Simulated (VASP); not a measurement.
VASP input:

### INCAR
```
SYSTEM = CdTe
PREC = Accurate
ENCUT = 400
EDIFF = 1E-6
NELM = 100
ALGO = Normal
LREAL = .FALSE.
LASPH = .TRUE.
ISMEAR = 0
SIGMA = 0.05
GGA = PE
LMAXMIX = 4
LWAVE = .FALSE.
LCHARG = .FALSE.
ISIF = 2
NBANDS = 8
```

KPOINTS:
```
Automatic mesh
0
Gamma
5 5 5
0 0 0
```

**POSCAR**
```
CdTe
1
    0.0000000000     3.2400000000     3.2400000000
    3.2400000000     0.0000000000     3.2400000000
    3.2400000000     3.2400000000     0.0000000000
Cd Te
1 1
Direct
  0.0000000000   0.0000000000   0.0000000000
  0.2500000000   0.2500000000   0.2500000000
```

POTCAR, in this order: Cd Te (PBE.64 set). Program: vasp_std.

The resulting files:

standard output:
```
 POSCAR found type information on POSCAR CdTe
 POSCAR found :  2 types and       2 ions
 Reading from existing POTCAR
 Reading from existing POTCAR
 LDA part: xc-table for (Slater+PW92), standard interpolation

 -----------------------------------------------------------------------------
|                                                                             |
|     EEEEEEE  RRRRRR   RRRRRR   OOOOOOO  RRRRRR      ###     ###     ###     |
|     E        R     R  R     R  O     O  R     R     ###     ###     ###     |
|     E        R     R  R     R  O     O  R     R     ###     ###     ###     |
|     EEEEE    RRRRRR   RRRRRR   O     O  RRRRRR       #       #       #      |
|     E        R   R    R   R    O     O  R   R                               |
|     E        R    R   R    R   O     O  R    R      ###     ###     ###     |
|     EEEEEEE  R     R  R     R  OOOOOOO  R     R     ###     ###     ###     |
|                                                                             |
|     The number of bands is not sufficient to hold all electrons. I am       |
|     sorry, but this calculation does not make sense. If you want to         |
|     calculate only selected states, you need to set either EFERMI or        |
|     EREF. EREF specifies around which energy states are supposed to be      |
|     calculated.                                                             |
|     I found NBANDS = 8, NELECT = 18.                                        |
|                                                                             |
|       ---->  I REFUSE TO CONTINUE WITH THIS SICK JOB ... BYE!!! <----       |
|                                                                             |
 -----------------------------------------------------------------------------
```

Question: Read the log: what went wrong, and how is it fixed?

Answer: The cause: NBANDS is too small to hold all electrons. VASP stops with an error: The number of bands is not sufficient to hold all electrons. I am sorry, but this calculation does not make sense. If you want to calculate only selected states, you need to set either EFERMI or EREF. EREF specifies around which energy states are supposed to be calculated. I found NBANDS = 8, NELECT = 18. ----> I REFUSE TO CONTINUE WITH THIS SICK JOB ... BYE!!! <---- To mend it, remove NBANDS.

The mended run (PBE GGA, plane waves, VASP's PBE PAW potentials (set 64)) converges, and its OSZICAR ends with
```
   1 F= -.47546915E+01 E0= -.47546915E+01  d E =-.161803E-12
```

The compound is CdTe in the zinc blende structure. The cell was not relaxed at this level.
